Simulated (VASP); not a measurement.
Output of a VASP run:

OUTCAR:
```
 ion  position               nearest neighbor table
   1  0.501  0.999  0.000-  32 1.54  62 1.54  46 1.55  54 1.56
   2  0.750  0.250  0.000-  55 1.57  32 1.57  33 1.57  44 1.57
   3  0.750  0.998  0.248-  38 1.56  49 1.57  32 1.57  34 1.58
   4  0.001  0.999  0.000-  63 1.57  35 1.57  38 1.57  44 1.58
   5  0.249  0.250  0.001-  35 1.56  36 1.57  60 1.57  54 1.58
   6  0.501  0.499  0.000-  55 1.56  37 1.56  36 1.56  61 1.58
   7  0.750  0.751  0.001-  38 1.56  37 1.57  62 1.57  56 1.58
   8  0.249  0.999  0.248-  35 1.56  57 1.57  46 1.57  39 1.58
   9  0.504  0.247  0.245-  40 1.53  32 1.54  36 1.58  39 1.59  64 2.60
  10  0.753  0.496  0.245-  40 1.53  33 1.54  37 1.58  41 1.59  64 2.60
  11  0.501  0.999  0.501-  42 1.56  59 1.56  49 1.56  39 1.58
  12  0.753  0.247  0.498-  40 1.54  34 1.56  43 1.58  42 1.58  64 2.58
  13  0.750  0.999  0.749-  42 1.57  62 1.57  53 1.57  44 1.57
  14  0.001  0.499  0.000-  33 1.54  60 1.54  45 1.55  56 1.56
  15  0.249  0.751  1.000-  63 1.56  45 1.57  46 1.57  61 1.58
  16  0.002  0.250  0.248-  35 1.56  47 1.57  33 1.57  34 1.58
  17  0.246  0.501  0.245-  45 1.55  48 1.55  36 1.58  47 1.58  64 2.62
  18  0.499  0.754  0.245-  46 1.55  48 1.55  37 1.58  49 1.58  64 2.62
  19  0.001  0.999  0.501-  53 1.54  50 1.54  57 1.55  34 1.56
  20  0.245  0.246  0.503-  51 1.53  50 1.54  47 1.58  39 1.59  64 2.60
  21  0.753  0.755  0.503-  52 1.53  53 1.54  49 1.58  41 1.59  64 2.60
  22  0.249  0.998  0.749-  63 1.56  59 1.57  50 1.57  54 1.58
  23  0.499  0.247  0.752-  51 1.54  54 1.56  55 1.58  42 1.58  64 2.58
  24  0.753  0.501  0.752-  52 1.54  56 1.56  43 1.58  55 1.58  64 2.58
  25  0.000  0.751  0.248-  38 1.56  57 1.57  45 1.57  41 1.58
  26  0.001  0.499  0.501-  43 1.56  58 1.56  47 1.56  41 1.58
  27  0.246  0.754  0.498-  57 1.55  48 1.55  58 1.58  59 1.58  64 2.62
  28  0.000  0.250  0.749-  43 1.57  60 1.57  50 1.57  44 1.57
  29  0.245  0.496  0.753-  51 1.53  60 1.54  58 1.58  61 1.59  64 2.60
  30  0.504  0.755  0.753-  52 1.53  62 1.54  59 1.58  61 1.59  64 2.60
  31  0.002  0.751  0.749-  63 1.56  58 1.57  53 1.57  56 1.58
  32  0.625  0.122  0.122-   9 1.54   1 1.54   3 1.57   2 1.57
  33  0.878  0.374  0.122-  10 1.54  14 1.54  16 1.57   2 1.57
  34  0.877  0.122  0.375-  19 1.56  12 1.56   3 1.58  16 1.58
  35  0.125  0.125  0.125-   8 1.56   5 1.56  16 1.56   4 1.57
  36  0.375  0.375  0.124-   6 1.56   5 1.57  17 1.58   9 1.58
  37  0.625  0.625  0.124-   6 1.56   7 1.57  18 1.58  10 1.58
  38  0.875  0.875  0.125-  25 1.56   7 1.56   3 1.56   4 1.57
  39  0.375  0.124  0.375-  11 1.58   8 1.58  20 1.59   9 1.59
  40  0.640  0.360  0.359-   9 1.53  10 1.53  12 1.54  64 1.75
  41  0.875  0.625  0.375-  26 1.58  25 1.58  21 1.59  10 1.59
  42  0.625  0.124  0.625-  11 1.56  13 1.57  23 1.58  12 1.58
  43  0.875  0.375  0.625-  26 1.56  28 1.57  12 1.58  24 1.58
  44  0.875  0.125  0.875-  13 1.57  28 1.57   2 1.57   4 1.58
  45  0.123  0.625  0.122-  17 1.55  14 1.55  15 1.57  25 1.57
  46  0.375  0.877  0.122-  18 1.55   1 1.55   8 1.57  15 1.57
  47  0.125  0.375  0.375-  26 1.56  16 1.57  17 1.58  20 1.58
  48  0.361  0.639  0.360-  17 1.55  27 1.55  18 1.55  64 1.76
  49  0.625  0.875  0.375-  11 1.56   3 1.57  18 1.58  21 1.58
  50  0.123  0.122  0.625-  20 1.54  19 1.54  22 1.57  28 1.57
  51  0.359  0.360  0.639-  20 1.53  29 1.53  23 1.54  64 1.75
  52  0.640  0.640  0.639-  30 1.53  21 1.53  24 1.54  64 1.75
  53  0.878  0.877  0.625-  21 1.54  19 1.54  31 1.57  13 1.57
  54  0.375  0.122  0.877-   1 1.56  23 1.56   5 1.58  22 1.58
  55  0.625  0.375  0.875-   6 1.56   2 1.57  23 1.58  24 1.58
  56  0.877  0.625  0.877-  14 1.56  24 1.56   7 1.58  31 1.58
  57  0.123  0.877  0.374-  27 1.55  19 1.55  25 1.57   8 1.57
  58  0.125  0.625  0.625-  26 1.56  31 1.57  27 1.58  29 1.58
  59  0.375  0.875  0.625-  11 1.56  22 1.57  27 1.58  30 1.58
  60  0.122  0.374  0.877-  29 1.54  14 1.54   5 1.57  28 1.57
  61  0.375  0.624  0.875-   6 1.58  15 1.58  30 1.59  29 1.59
  62  0.625  0.877  0.877-  30 1.54   1 1.54   7 1.57  13 1.57
  63  0.125  0.875  0.875-  15 1.56  31 1.56  22 1.56   4 1.57
  64  0.501  0.499  0.501-  40 1.75  51 1.75  52 1.75  48 1.76  12 2.58  24 2.58  23 2.58  30 2.60
                            29 2.60  21 2.60   9 2.60  10 2.60  20 2.60  27 2.62  18 2.62  17 2.62
 Subroutine IBZKPT returns following result:
 Found      1 irreducible k-points:

 Following reciprocal coordinates:
            Coordinates               Weight
  0.000000  0.000000  0.000000      1.000000
 Subroutine IBZKPT_HF returns following result:
   k-points           NKPTS =      1   k-points in BZ     NKDIM =      1   number of bands    NBANDS=    161
   number of dos      NEDOS =    301   number of ions     NIONS =     64
   total plane-waves  NPLWV =  46656
   dimension x,y,z NGX =    36 NGY =   36 NGZ =   36
   dimension x,y,z NGXF=    72 NGYF=   72 NGZF=   72
   ions per type =              31  32   1
   PREC   = normal    normal or accurate (medium, high low for compatibility)
...
```

OSZICAR:
```
       N       E                     dE             d eps       ncg     rms          rms(c)
DAV:   1    -0.632858382511E+03   -0.63286E+03   -0.79680E+00   644   0.840E+00    0.917E+00
DAV:   2    -0.632894169576E+03   -0.35787E-01   -0.13341E-01   712   0.921E-01    0.735E+00
DAV:   3    -0.632875195538E+03    0.18974E-01   -0.10622E-02   744   0.285E-01    0.477E+00
DAV:   4    -0.632870044647E+03    0.51509E-02   -0.61828E-03   743   0.192E-01    0.288E+00
DAV:   5    -0.632868779846E+03    0.12648E-02   -0.12684E-03   759   0.910E-02    0.170E+00
DAV:   6    -0.632868374171E+03    0.40568E-03   -0.26577E-04   711   0.469E-02    0.988E-01
DAV:   7    -0.632868253675E+03    0.12050E-03   -0.83239E-05   726   0.275E-02    0.569E-01
DAV:   8    -0.632868219085E+03    0.34590E-04   -0.18683E-05   463   0.141E-02    0.332E-01
DAV:   9    -0.632868209010E+03    0.10076E-04   -0.68447E-06   431   0.888E-03    0.189E-01
DAV:  10    -0.632868206314E+03    0.26961E-05   -0.16681E-06   390   0.415E-03
   1 F= -.63286821E+03 E0= -.63286821E+03  d E =-.494044E-16  mag=     1.0000
```

OUTCAR:
```
------------------------ aborting loop because EDIFF is reached ----------------------------------------
  volume of cell :      380.90
      direct lattice vectors                 reciprocal lattice vectors
     7.248884826  0.000000000  0.000000000     0.137952254  0.000000000  0.000000000
     0.000000000  7.248884826  0.000000000     0.000000000  0.137952254  0.000000000
     0.000000000  0.000000000  7.248884826     0.000000000  0.000000000  0.137952254
  FREE ENERGIE OF THE ION-ELECTRON SYSTEM (eV)
  ---------------------------------------------------
  free  energy   TOTEN  =      -632.8682063138 eV

  energy  without entropy=     -632.8682063138  energy(sigma->0) =     -632.86820631

  exchange ACFDT corr.  =         0.00000000  see jH, gK, PRB 81, 115126

 total charge

# of ion       s       p       d       tot
------------------------------------------
    1        0.688   1.400   0.000   2.088
    2        0.674   1.348   0.000   2.022
    3        0.675   1.348   0.000   2.023
    4        0.674   1.348   0.000   2.022
    5        0.675   1.349   0.000   2.023
    6        0.675   1.352   0.000   2.027
    7        0.675   1.349   0.000   2.023
    8        0.675   1.349   0.000   2.023
    9        0.678   1.369   0.000   2.047
   10        0.678   1.368   0.000   2.046
   11        0.675   1.352   0.000   2.027
   12        0.676   1.361   0.000   2.036
   13        0.674   1.348   0.000   2.022
   14        0.688   1.400   0.000   2.088
   15        0.675   1.349   0.000   2.023
   16        0.675   1.348   0.000   2.023
   17        0.677   1.364   0.000   2.041
   18        0.677   1.363   0.000   2.040
   19        0.688   1.401   0.000   2.088
   20        0.678   1.368   0.000   2.047
   21        0.678   1.368   0.000   2.046
   22        0.675   1.349   0.000   2.023
   23        0.676   1.361   0.000   2.037
   24        0.676   1.361   0.000   2.037
   25        0.675   1.349   0.000   2.024
   26        0.675   1.352   0.000   2.027
   27        0.677   1.364   0.000   2.040
   28        0.674   1.348   0.000   2.022
   29        0.678   1.368   0.000   2.046
   30        0.678   1.368   0.000   2.046
   31        0.675   1.349   0.000   2.024
   32        1.232   2.740   0.000   3.972
   33        1.232   2.740   0.000   3.972
   34        1.240   2.715   0.000   3.955
   35        1.230   2.732   0.000   3.962
   36        1.228   2.716   0.000   3.944
   37        1.228   2.716   0.000   3.944
   38        1.230   2.732   0.000   3.962
   39        1.237   2.692   0.000   3.929
   40        1.240   2.796   0.000   4.036
   41        1.237   2.692   0.000   3.929
   42        1.229   2.716   0.000   3.944
   43        1.229   2.715   0.000   3.944
   44        1.239   2.709   0.000   3.948
   45        1.232   2.738   0.000   3.970
   46        1.232   2.737   0.000   3.969
   47        1.228   2.716   0.000   3.944
   48        1.246   2.774   0.000   4.021
   49        1.228   2.716   0.000   3.944
   50        1.232   2.740   0.000   3.972
   51        1.240   2.796   0.000   4.035
   52        1.240   2.796   0.000   4.036
...
```
(Selected blocks of OUTCAR.)

File POSCAR:
```
AlB31N32
1
    7.2488848260     0.0000000000     0.0000000000
    0.0000000000     7.2488848260     0.0000000000
    0.0000000000     0.0000000000     7.2488848260
B N Al
31 32 1
Direct
  0.5009840668   0.9990036267   0.0003477811
  0.7496378173   0.2499786075   0.0000155902
  0.7495898154   0.9980639365   0.2484020793
  0.0009565463   0.9987285088   0.0004698071
  0.2487046072   0.2500242191   0.0012992687
  0.5010355021   0.4986324509   0.0004999328
  0.7496384903   0.7509337182   0.0013048626
  0.2486303655   0.9992965143   0.2482930245
  0.5035721965   0.2465812264   0.2446927568
  0.7531251811   0.4960906852   0.2446626892
  0.5010299951   0.9988143270   0.5006623770
  0.7526346978   0.2470481184   0.4983762296
  0.7496867519   0.9993226453   0.7493354727
  0.0007322247   0.4987265449   0.0003202075
  0.2486334999   0.7509962167   0.9999617789
  0.0015985576   0.2500465268   0.2483419891
  0.2455556897   0.5009817777   0.2451675926
  0.4986882707   0.7540984996   0.2451662231
  0.0007127921   0.9989571088   0.5005670017
  0.2450739795   0.2464928567   0.5031149426
  0.7532153031   0.7545905965   0.5031967342
  0.2487652548   0.9980573433   0.7492302731
  0.4987567891   0.2469690710   0.7523651831
  0.7526925690   0.5009840706   0.7523752453
  0.0003900580   0.7509732889   0.2483283622
  0.0008702859   0.4986891503   0.5006180823
  0.2455447856   0.7540841148   0.4983132399
  0.0003419984   0.2500072751   0.7492731036
  0.2450314404   0.4960826162   0.7527456963
  0.5036237851   0.7545938255   0.7527986259
  0.0016612231   0.7509619963   0.7492708566
  0.6253144748   0.1219010538   0.1221296501
  0.8777893694   0.3743336102   0.1220769987
  0.8774196241   0.1222177550   0.3746576726
  0.1250236516   0.1245092459   0.1246484886
  0.3751250714   0.3745989933   0.1244759554
  0.6250637498   0.6245213181   0.1244618413
  0.8751642321   0.8746088509   0.1246987405
  0.3751454096   0.1244227873   0.3747402443
  0.6397223258   0.3598963506   0.3589403102
  0.8752788373   0.6245299869   0.3747815385
  0.6249303332   0.1241685971   0.6246191261
  0.8754664660   0.3747567825   0.6245883891
  0.8751051610   0.1245464593   0.8747163945
  0.1227072814   0.6249117607   0.1223218020
  0.3747509012   0.8769950099   0.1222973920
  0.1248448020   0.3746223753   0.3747467954
  0.3607145335   0.6389228227   0.3603384317
  0.6250844642   0.8748239704   0.3748057867
  0.1225163991   0.1218842846   0.6249422292
  0.3593189871   0.3598163465   0.6393902289
  0.6398566407   0.6403662691   0.6394694653
  0.8778484011   0.8771732774   0.6249829734
  0.3750009228   0.1222336974   0.8771053062
  0.6249446818   0.3747099189   0.8751427408
  0.8774673485   0.6247153146   0.8771021364
  0.1226795189   0.8769564502   0.3744172417
  0.1248152529   0.6245370275   0.6246836346
  0.3751626973   0.8748262997   0.6246866936
  0.1224851013   0.3743033707   0.8773972880
  0.3751652487   0.6244995670   0.8748697581
  0.6253741260   0.8771874987   0.8774418525
  0.1250972062   0.8746299547   0.8746919995
  0.5011752393   0.4985345293   0.5008458846
```

Problem. Write an INCAR and KPOINTS that could have produced this output.

Solution. This is not unique; one that fits is the input of the run itself, HSE06 screened hybrid, plane waves, VASP's PBE PAW potentials (set 64).

INCAR:
```
! general
SYSTEM   = AlB31N32
PREC     = Normal
ENCUT    = 400   ! plane-wave cut-off (eV)
LREAL    = Auto   ! projection in real space or not
LASPH    = .True.
ISYM     = 0
NELECT   = 257.0

! electronic loop
EDIFF    = 1E-5
NELM     = 50   ! most electronic steps
NELMIN   = 4
ALGO     = Normal

! smearing
ISMEAR   = 0
SIGMA    = 0.05   ! width (eV)

! functional
GGA      = PE   ! PBE
LHFCALC  = .True.
AEXX     = 0.25
HFSCREEN = 0.2   ! 1/Angstrom
PRECFOCK = Fast

! spin
ISPIN    = 2
MAGMOM   = 64*0.0156
NUPDOWN  = 1

! ions
ISIF     = 0

! output
LWAVE    = .False.
LCHARG   = .False.
LORBIT   = 10
```

### KPOINTS
```
Automatic mesh
0
Gamma
1 1 1
0 0 0
```

POTCAR, in this order: B N Al (PBE.64 set). Program: vasp_gam. Read from the step before: WAVECAR.

The cell is charged, with a uniform compensating background. The supercell is sampled at Γ alone, which is coarse: total energies, pressure and levels can be off, energies of defects by several tenths of an eV.

The cell is a supercell with a defect, built from BN (zinc blende): Al_B, charge -1. The cell's shape comes from a PBE relaxation.
